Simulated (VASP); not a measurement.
Data:

```
ZrO2
1.0
    1.57032     0.90662     4.80644
   -1.57032     0.90662     4.80644
    0.00000    -1.81324     4.80644
Zr O
1 2
Direct
  0.99975   0.99975   0.99975
  0.74675   0.74675   0.74675
  0.58680   0.58680   0.58680
```

Computed with r2SCAN meta-GGA, VASP's PBE PAW potentials (set 64) (plane waves; VASP). Settings: 520 eV cut-off, 9×9×9 Γ-centred mesh, tetrahedra with Blöchl corrections, potentials Zr_sv O.

The cores are frozen, which limits the accuracy of field gradients.

Give the principal components of the electric field gradient (V/Å²) and the asymmetry η at each nucleus.

```csv
atom,Vxx,Vyy,Vzz,η
Zr1,23.9,23.9,-47.8,0.00
O2,31.1,31.1,-62.2,0.00
O3,32.2,32.2,-64.4,0.00
```

The structure was generated: ZrO2 was put into the 3R-MoS2 type (R3m), which need not be its known phase. It was relaxed first, which changed the volume by +29 %.
